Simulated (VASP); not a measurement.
# KTlIF: structure and properties in VASP, part 5 of 6

Wanted: the relaxed cell of KTlIF and its properties. The cell is invented: it takes the structure of a Materials Project entry for KNaICl (space group 123 there), with some of its atoms replaced by other elements, volume scaled by an estimate. It may not be a known or stable phase.

VASP 6.6.1, plane waves and PAW; the level of theory is named at each step.

So far, gap on the k-mesh (eV): step 2 (rough relaxation of the start cell) 2.70; step 3 (relaxing cell and atoms (revPBE)) 3.10; step 6 (total and projected DOS (revPBE)) 2.93.

The structure was built from a prototype and need not be the compound's stable phase.

**8. Band structure (TB-mBJ)**

This step: TB-mBJ; plane waves and PAW (Tl_d, I, K_sv, F); invented cell (VASP 6.6.1).

The mesh alone shows little of the dispersion and can miss band extrema, so KPOINTS_OPT adds a path through the symmetry points after the self-consistent cycle. TB-mBJ is a local potential fitted to gaps: it costs far less than a hybrid but gives no energy.

File INCAR:

```
SYSTEM = KTlIF
PREC = Accurate
ENCUT = 520
EDIFF = 1E-06
NELM = 150
ISMEAR = -1
SIGMA = 0.05
LREAL = .FALSE.
ALGO = Normal
METAGGA = MBJ
LASPH = .TRUE.
NBANDS = 32
LORBIT = 11
LWAVE = .FALSE.
LCHARG = .FALSE.
KPAR = 2
```

File POSCAR:

```
KTlIF
1.0
    4.8223731690      0.0000000000      0.0000000000
    0.0000000000      4.8223731690      0.0000000000
    0.0000000000      0.0000000000      6.8215966159
Tl I K F
1 1 1 1
Direct
    0.0000000000      0.0000000000      0.0000000000
    0.5000000000      0.5000000000      0.0000000000
    0.5000000000      0.5000000000      0.5000000000
    0.0000000000      0.0000000000      0.5000000000
```

File KPOINTS:

```
Automatic mesh
0
Gamma
5 5 4
0 0 0
```

File KPOINTS_OPT:

```
Line mode
16
Line-mode
Reciprocal
  0.00000000   0.00000000   0.00000000 GAMMA
  0.00000000   0.50000000   0.00000000 X

  0.00000000   0.50000000   0.00000000 X
  0.50000000   0.50000000   0.00000000 M

  0.50000000   0.50000000   0.00000000 M
  0.00000000   0.00000000   0.00000000 GAMMA

  0.00000000   0.00000000   0.00000000 GAMMA
  0.00000000   0.00000000   0.50000000 Z

  0.00000000   0.00000000   0.50000000 Z
  0.00000000   0.50000000   0.50000000 R

  0.00000000   0.50000000   0.50000000 R
  0.50000000   0.50000000   0.50000000 A

  0.50000000   0.50000000   0.50000000 A
  0.00000000   0.00000000   0.50000000 Z

  0.00000000   0.50000000   0.00000000 X
  0.00000000   0.50000000   0.50000000 R

  0.50000000   0.50000000   0.00000000 M
  0.50000000   0.50000000   0.50000000 A
```

Potentials, in the order of the species: Tl_d, I, K_sv and F (PBE family, release 64).

Started as:

```console
mpirun -np 2 vasp_std
```

The log of the run:

```text
[banner, memory and clock lines left out]
running    2 mpi-ranks, on    1 nodes
[...]
[... a notice as in an earlier step ...]

 LDA part: xc-table for (None), standard interpolation
 POSCAR, INCAR and KPOINTS ok, starting setup
[...]
entering main loop
       N       E                     dE             d eps       ncg     rms          rms(c)
DAV:   1     0.173550684833E+04    0.17355E+04   -0.16127E+04  1152   0.955E+02
DAV:   2     0.151603673962E+04   -0.21947E+03   -0.21090E+03  1344   0.251E+02
DAV:   3     0.150001325496E+04   -0.16023E+02   -0.15896E+02  1760   0.563E+01
DAV:   4     0.149940936776E+04   -0.60389E+00   -0.59970E+00  1672   0.774E+00
[...]
DAV:   8     0.150265218508E+04    0.11687E+01   -0.14507E+00  1328   0.521E+00    0.457E+00
DAV:   9     0.150306259695E+04    0.41041E+00   -0.34558E-01  1344   0.255E+00    0.371E+00
DAV:  10     0.150486377631E+04    0.18012E+01   -0.98538E-01  1296   0.420E+00    0.318E+00
[... 129 further cycles ...]
DAV: 141     0.152744217227E+04    0.42665E-01   -0.37812E+01  1600   0.591E+01    0.114E+01
DAV: 142     0.152689832120E+04   -0.54385E+00   -0.86594E+00  1608   0.279E+01    0.118E+01
DAV: 143     0.152635802925E+04   -0.54029E+00   -0.60071E+00  1376   0.260E+01    0.126E+01
DAV: 144     0.152663396263E+04    0.27593E+00   -0.98072E+00  1240   0.472E+01    0.129E+01
[...]
DAV: 148     0.152319158367E+04   -0.30805E-01   -0.16292E+01  1648   0.963E+01    0.108E+01
DAV: 149     0.152254353883E+04   -0.64804E+00   -0.47002E+00  2224   0.252E+01    0.111E+01
DAV: 150     0.152275884032E+04    0.21530E+00   -0.31675E+00  1224   0.198E+01
|                                                                             |
|           W    W    AA    RRRRR   N    N  II  N    N   GGGG   !!!           |
|           W    W   A  A   R    R  NN   N  II  NN   N  G    G  !!!           |
|           W    W  A    A  R    R  N N  N  II  N N  N  G       !!!           |
|           W WW W  AAAAAA  RRRRR   N  N N  II  N  N N  G  GGG   !            |
|           WW  WW  A    A  R   R   N   NN  II  N   NN  G    G                |
|           W    W  A    A  R    R  N    N  II  N    N   GGGG   !!!           |
|                                                                             |
|     The electronic self-consistency was not achieved in the given           |
|     number of steps (NELM). The forces and other quantities evaluated       |
|     might not be reliable so examine the results carefully. If you find     |
|     spurious results, we suggest increasing NELM, if you were close to      |
|     convergence or switching to a different ALGO or adjusting the           |
|     density mixing parameters otherwise.                                    |
|                                                                             |

   1 F= 0.15227588E+04 E0= 0.15227588E+04  d E =-.104728E-09
 Start KPOINTS_OPT (optional k-point list driver)
k-point batch [1-18\144]
       N       E                     dE             ncg
DAV:   1     0.513313945744E+04   -0.25922E+04     1824
DAV:   2    -0.164418702381E+04   -0.67773E+04     2040
DAV:   3    -0.231043385299E+04   -0.66625E+03     2096
DAV:   4    -0.237162623954E+04   -0.61192E+02     2224
[...]
DAV:  16    -0.239367258778E+04   -0.41058E-05     1592
DAV:  17    -0.239367258910E+04   -0.13208E-05     1464
DAV:  18    -0.239367258962E+04   -0.51661E-06     1440
[...]
k-point batch [127-144\144]
       N       E                     dE             ncg
DAV:   1     0.487933823686E+04   -0.14018E+05     1824
DAV:   2    -0.173898227651E+04   -0.66183E+04     2064
DAV:   3    -0.235836477107E+04   -0.61938E+03     2096
DAV:   4    -0.241728349773E+04   -0.58919E+02     2240
[...]
DAV:  16    -0.243922826903E+04   -0.62313E-05     1856
DAV:  17    -0.243922827083E+04   -0.17938E-05     1568
DAV:  18    -0.243922827145E+04   -0.61812E-06     1464
```

Wall time 15 min (2 MPI ranks of Intel Xeon Platinum 8259CL at 2.50GHz (Skylake/Cascade Lake), shared host); peak memory 0.74 GiB.

Parts of OUTCAR (step 8):

```text
 k-point     1 :       0.0000    0.0000    0.0000
  band No.  band energies     occupation
    ...
     14       4.8540      2.00000
     15       4.9163      2.00000
     16       4.9164      2.00000
     17       4.9356      2.00000
     18       5.1697      2.00000
     19      14.6180      0.00000
     20      14.6187      0.00000
     21      14.7251      0.00000
     22      15.7341      0.00000
     23      15.9143      0.00000
    ...

  Total       38.7936780     38.7936780     67.0436174      0.0000000     -0.0000000      0.0000000
  in kB      391.7994990    391.7994990    677.1117622      0.0000000     -0.0000000      0.0000000
  external PRESSURE =     486.9035867 kB  Pullay stress =       0.0000000 kB

  FREE ENERGIE OF THE ION-ELECTRON SYSTEM (eV)
  ---------------------------------------------------
  free  energy   TOTEN  =      1522.7588403242 eV

  energy  without entropy=     1522.7588403243  energy(sigma->0) =     1522.75884032

[... 9 parts as in an earlier step ...]

[... 11 further parts left out ...]
[key lines of the parts left out:]
E-fermi :   8.0180
```

The electronic loop ended without reaching EDIFF, so its numbers are not used.

**9. Bands along the symmetry lines (r2SCAN)**

This step: r2SCAN; plane waves and PAW (Tl_d, I, K_sv, F); invented cell (VASP 6.6.1).

The mesh alone shows little of the dispersion and can miss band extrema, so KPOINTS_OPT adds a path through the symmetry points after the self-consistent cycle. r2SCAN adds the kinetic-energy density, costs more than a GGA and is run with LASPH.

INCAR, as its differences from that of step 8:

```diff
@@ -4,3 +4,3 @@
 EDIFF = 1E-06
-NELM = 150
+NELM = 100
 ISMEAR = -1
@@ -9,3 +9,3 @@
 ALGO = Normal
-METAGGA = MBJ
+METAGGA = R2SCAN
 LASPH = .TRUE.
```

POSCAR is that of step 8.

KPOINTS is that of step 8.

KPOINTS_OPT is that of step 8.

Started as:

```console
mpirun -np 2 vasp_std
```

The log of the run:

```text
[... set-up lines as in an earlier step ...]
 entering main loop
       N       E                     dE             d eps       ncg     rms          rms(c)
DAV:   1     0.135313394128E+03    0.13531E+03   -0.16412E+04  1152   0.978E+02
DAV:   2    -0.885529755152E+02   -0.22387E+03   -0.21490E+03  1352   0.257E+02
DAV:   3    -0.104036153311E+03   -0.15483E+02   -0.15383E+02  1680   0.571E+01
DAV:   4    -0.104498812872E+03   -0.46266E+00   -0.46035E+00  1736   0.741E+00
DAV:   5    -0.104511214164E+03   -0.12401E-01   -0.12401E-01  1568   0.969E-01    0.697E+00
DAV:   6    -0.930304521473E+02    0.11481E+02   -0.46238E+00  1392   0.119E+01    0.363E+00
DAV:   7    -0.929018478929E+02    0.12860E+00   -0.46785E-01  1424   0.317E+00    0.256E+00
DAV:   8    -0.929057303536E+02   -0.38825E-02   -0.18042E-01  1304   0.206E+00    0.898E-01
DAV:   9    -0.928986175796E+02    0.71128E-02   -0.11348E-01  1384   0.161E+00    0.395E-01
DAV:  10    -0.929010659792E+02   -0.24484E-02   -0.13276E-02  1344   0.464E-01    0.185E-01
DAV:  11    -0.929019296227E+02   -0.86364E-03   -0.58701E-03  1336   0.339E-01    0.128E-01
DAV:  12    -0.929016945477E+02    0.23507E-03   -0.14803E-03  1488   0.156E-01    0.313E-02
DAV:  13    -0.929017325989E+02   -0.38051E-04   -0.10921E-04  1352   0.460E-02    0.176E-02
DAV:  14    -0.929017359538E+02   -0.33549E-05   -0.65612E-05  1456   0.317E-02    0.127E-02
DAV:  15    -0.929017362949E+02   -0.34110E-06   -0.93257E-06  1320   0.151E-02
   1 F= -.92901736E+02 E0= -.92901736E+02  d E =-.283256E-10
 Start KPOINTS_OPT (optional k-point list driver)
k-point batch [1-18\144]
       N       E                     dE             ncg
DAV:   1    -0.196571016157E+04   -0.96911E+04     1160
DAV:   2    -0.593586050014E+04   -0.39702E+04     1352
DAV:   3    -0.621344526935E+04   -0.27758E+03     1688
DAV:   4    -0.622008161008E+04   -0.66363E+01     1792
DAV:   5    -0.622032353487E+04   -0.24192E+00     1568
DAV:   6    -0.622032668174E+04   -0.31469E-02     1552
DAV:   7    -0.622032678926E+04   -0.10752E-03     1648
DAV:   8    -0.622032679105E+04   -0.17892E-05     1216
DAV:   9    -0.622032679115E+04   -0.98331E-07      984
[...]
k-point batch [127-144\144]
       N       E                     dE             ncg
DAV:   1    -0.218086764308E+04   -0.21078E+05     1168
DAV:   2    -0.602306827358E+04   -0.38422E+04     1360
DAV:   3    -0.628214680200E+04   -0.25908E+03     1744
DAV:   4    -0.628892800873E+04   -0.67812E+01     1648
DAV:   5    -0.628914653742E+04   -0.21853E+00     1616
DAV:   6    -0.628915014731E+04   -0.36099E-02     1560
DAV:   7    -0.628915022071E+04   -0.73399E-04     1616
DAV:   8    -0.628915022176E+04   -0.10499E-05     1192
DAV:   9    -0.628915022185E+04   -0.90380E-07     1032
```

It took 8.1 min on 2 MPI ranks; peak memory 0.73 GiB; 16 min of CPU time.

From OUTCAR (step 9):

```text
   NELECT =      36.0000    total number of electrons

 E-fermi :   0.6605

 k-point     1 :       0.0000    0.0000    0.0000
  band No.  band energies     occupation
    ...
     14      -2.1468      2.00000
     15      -2.1468      2.00000
     16      -1.2486      2.00000
     17      -1.1839      2.00000
     18      -1.1839      2.00000
     19       4.1127      0.00000
     20       4.3465      0.00000
     21       5.3849      0.00000
     22       5.9765      0.00000
     23       5.9765      0.00000
    ...

  Total       -1.2711760     -1.2711760     -1.4052716      0.0000000      0.0000000      0.0000000
  in kB      -12.8383316    -12.8383316    -14.1926396      0.0000000      0.0000000      0.0000000
  external PRESSURE =     -13.2897676 kB  Pullay stress =       0.0000000 kB

  FREE ENERGIE OF THE ION-ELECTRON SYSTEM (eV)
  ---------------------------------------------------
  free  energy   TOTEN  =       -92.9017362949 eV

  energy  without entropy=      -92.9017362949  energy(sigma->0) =      -92.90173629

[... 9 parts as in an earlier step ...]

[... 9 further parts left out ...]
```

Numbers from this step:

```
bands                             : 32
free energy (TOTEN)               : -92.9017 eV
Fermi energy                      : 0.6605 eV
pressure                          : -1.329 GPa
least gap on mesh and path        : 2.983 eV
least direct gap on mesh and path : 2.997 eV
valence top at k                  : 0, 0.5, 0.5
conduction bottom at k            : 0, 0.5, 0
least direct gap at k             : 0, 0.5, 0.5
```

Electronic bands along the path, in eV, zero at the valence-band top; v1 is the highest filled band, c1 the lowest empty one:

```csv
point,v4,v3,v2,v1,c1,c2,c3,c4
Γ,-1.84,-0.95,-0.88,-0.88,4.42,4.65,5.69,6.28
0.47 of the way,-1.11,-0.99,-0.90,-0.88,4.18,4.23,5.07,5.11
X,-1.09,-1.06,-0.93,-0.09,2.98,3.67,4.01,6.02
0.47 of the way,-1.35,-1.07,-1.00,-0.91,3.98,4.37,5.26,6.38
M,-1.56,-1.05,-0.96,-0.96,4.80,5.63,5.63,6.28
0.47 of the way,-1.03,-1.01,-0.93,-0.74,3.83,4.13,5.63,5.71
Γ,-1.84,-0.95,-0.88,-0.88,4.42,4.65,5.69,6.28
0.47 of the way,-1.85,-0.89,-0.89,-0.89,3.97,5.39,5.81,6.27
Z,-1.85,-0.89,-0.89,-0.80,3.64,6.03,6.25,6.25
0.53 of the way,-1.09,-0.95,-0.91,-0.60,3.40,4.14,4.84,6.44
R,-0.99,-0.92,-0.92,0.00,3.00,3.13,3.99,6.45
0.53 of the way,-1.64,-0.98,-0.95,-0.75,3.56,4.76,5.49,6.22
A,-1.83,-0.98,-0.98,-0.78,4.12,5.96,5.96,6.29
0.53 of the way,-0.96,-0.95,-0.93,-0.47,3.49,3.74,5.70,6.44
Z,-1.85,-0.89,-0.89,-0.80,3.64,6.03,6.25,6.25
jump to X,-1.09,-1.06,-0.93,-0.09,2.98,3.67,4.01,6.02
0.47 of the way,-1.02,-1.01,-0.92,-0.06,2.99,3.42,4.00,6.31
R,-0.99,-0.92,-0.92,0.00,3.00,3.13,3.99,6.45
jump to M,-1.56,-1.05,-0.96,-0.96,4.80,5.63,5.63,6.28
0.47 of the way,-1.68,-0.97,-0.97,-0.93,4.47,5.77,5.77,6.29
A,-1.83,-0.98,-0.98,-0.78,4.12,5.96,5.96,6.29
```

Of the projections kept (Tl, I, K, F), the largest for each band there, as a share of the weight inside these atoms' spheres; weight between the spheres isn't counted:

```csv
point,v4,v3,v2,v1,c1,c2,c3,c4
Γ,I 0.92,F 0.89,F 0.99,F 0.99,K 0.48,Tl 0.63,I 0.44,Tl 0.77
X,F 0.98,F 0.99,F 1.00,I 0.63,Tl 0.70,Tl 0.61,Tl 0.86,K 0.44
M,I 0.97,F 0.98,F 0.99,F 0.99,Tl 0.81,K 0.56,K 0.56,I 0.50
Γ,I 0.92,F 0.89,F 0.99,F 0.99,K 0.48,Tl 0.63,I 0.44,Tl 0.77
Z,I 0.93,F 1.00,F 1.00,F 0.96,Tl 0.56,I 0.63,Tl 0.77,Tl 0.77
R,F 0.95,F 0.91,F 1.00,I 0.52,Tl 0.76,Tl 0.86,Tl 0.88,K 0.46
```

The gap moves by +0.28 eV against revPBE.

On this path the gap is indirect, 2.98 eV, with the valence top at R and the conduction bottom at X. The least direct gap is 3.00 eV.

**10. Density of states (revPBE) with a changed input**

This step: revPBE; plane waves and PAW (Tl_d, I, K_sv, F); invented cell (VASP 6.6.1).

A density of states needs more k-points than a total energy, and tetrahedra (ISMEAR = -5) or a smearing that fits the mesh; LORBIT projects the states on the PAW spheres. The mesh is finer than in the run before. Some settings are moved from the usual, to see what they do.

File INCAR:

```
SYSTEM = KTlIF
PREC = Single
ENCUT = 520
EDIFF = 1E-06
NELM = 100
ISMEAR = -5
SIGMA = 0.05
LREAL = .FALSE.
ALGO = Normal
GGA = RE
NBANDS = 32
LORBIT = 11
LWAVE = .FALSE.
LCHARG = .FALSE.
KPAR = 2
NEDOS = 2001
```

POSCAR is that of step 9.

File KPOINTS:

```
Automatic mesh
0
Monkhorst-Pack
9 9 6
0 0 0
```

Started as:

```console
mpirun -np 2 vasp_std
```

The log of the run:

```text
[... set-up lines as in an earlier step ...]
 entering main loop
       N       E                     dE             d eps       ncg     rms          rms(c)
DAV:   1     0.222566478177E+03    0.22257E+03   -0.16101E+04  2904   0.952E+02
DAV:   2     0.144831324524E+01   -0.22112E+03   -0.21336E+03  3392   0.251E+02
DAV:   3    -0.135477245075E+02   -0.14996E+02   -0.14919E+02  4320   0.558E+01
DAV:   4    -0.138464085168E+02   -0.29868E+00   -0.29779E+00  4096   0.676E+00
DAV:   5    -0.138575496774E+02   -0.11141E-01   -0.11141E-01  3888   0.865E-01    0.751E+00
DAV:   6    -0.118381583465E+02    0.20194E+01   -0.63376E+00  3432   0.832E+00    0.349E+00
DAV:   7    -0.117246662368E+02    0.11349E+00   -0.22261E-01  3400   0.201E+00    0.215E+00
DAV:   8    -0.116676145528E+02    0.57052E-01   -0.17142E-01  3328   0.225E+00    0.353E-01
DAV:   9    -0.116757849927E+02   -0.81704E-02   -0.28553E-02  3592   0.664E-01    0.232E-01
DAV:  10    -0.116788084906E+02   -0.30235E-02   -0.27459E-03  3368   0.247E-01    0.115E-01
DAV:  11    -0.116797850496E+02   -0.97656E-03   -0.24927E-03  3264   0.213E-01    0.519E-02
DAV:  12    -0.116797899878E+02   -0.49382E-05   -0.42585E-04  3720   0.751E-02    0.261E-02
DAV:  13    -0.116797931907E+02   -0.32029E-05   -0.47965E-05  3408   0.275E-02    0.747E-03
DAV:  14    -0.116797975293E+02   -0.43385E-05   -0.15269E-05  3472   0.168E-02    0.758E-03
DAV:  15    -0.116797977157E+02   -0.18646E-06   -0.22273E-06  3448   0.561E-03
   1 F= -.11679798E+02 E0= -.11679798E+02  d E =0.000000E+00
```

The job ended after 71 s (2 MPI ranks; peak memory 0.64 GiB).

From OUTCAR (step 10):

```text
   k-points           NKPTS =     45   k-points in BZ     NKDIM =     45   number of bands    NBANDS=     32

   NELECT =      36.0000    total number of electrons

 E-fermi :   0.0381

 k-point     1 :       0.0000    0.0000    0.0833
  band No.  band energies     occupation
    ...
     14      -1.6858      2.00000
     15      -1.6858      2.00000
     16      -0.6721      2.00000
     17      -0.5835      2.00000
     18      -0.5835      2.00000
     19       4.1937      0.00000
     20       4.6724      0.00000
     21       5.6176      0.00000
     22       5.9664      0.00000
     23       5.9664      0.00000
    ...

  Total        0.0405236      0.0405236      0.0336751      0.0000000      0.0000000      0.0000000
  in kB        0.4092708      0.4092708      0.3401040      0.0000000      0.0000000      0.0000000
  external PRESSURE =       0.3862152 kB  Pullay stress =       0.0000000 kB

 POSITION                                       TOTAL-FORCE (eV/Angst)
 -----------------------------------------------------------------------------------
      0.00000      0.00000      0.00000         0.000000      0.000000      0.000000
      2.41119      2.41119      0.00000         0.000000      0.000000      0.000000
      2.41119      2.41119      3.41080         0.000000      0.000000      0.000000
      0.00000      0.00000      3.41080         0.000000      0.000000      0.000000
 -----------------------------------------------------------------------------------
    total drift:                                0.000000     -0.000000      0.000000

  FREE ENERGIE OF THE ION-ELECTRON SYSTEM (eV)
  ---------------------------------------------------
  free  energy   TOTEN  =       -11.6797977157 eV

  energy  without entropy=      -11.6797977157  energy(sigma->0) =      -11.67979772

[... 6 parts as in an earlier step ...]

[... 10 further parts left out ...]
```

The run converged, and its energy and pressure stay near those of the sound run.

Against the sound run on this cell (total and projected DOS (revPBE)) the energy at zero smearing moves by -0.6 meV an atom and the pressure by +0.02 GPa.

Settings moved from the usual: PREC = Single, k-mesh = 9×9×6 and shifted = True. KPOINTS differs too.

The mesh holds 45 irreducible points against 30. PREC = Single changes the FFT grids.

[end of part 5 of 6]

[Lines on the potential files, build, host, timing and source positions are cut from VASP's logs without a mark.]

[Logs are printed without paths, hosts, clocks, repeated set-up lines and the standing remarks that a program may print on its own settings, such as how far it seeks lower states.]

[Hosts, paths, dates, database ids (printed as entryN), source tags and the programs' standing remarks are cut or masked in the printed files.]

[A measured line is paired with the nearest computed mode of its activity, which favours agreement.]

[In band tables of VASP the shares of atoms and orbitals are scaled to a sum of 1 inside the atoms' spheres.]
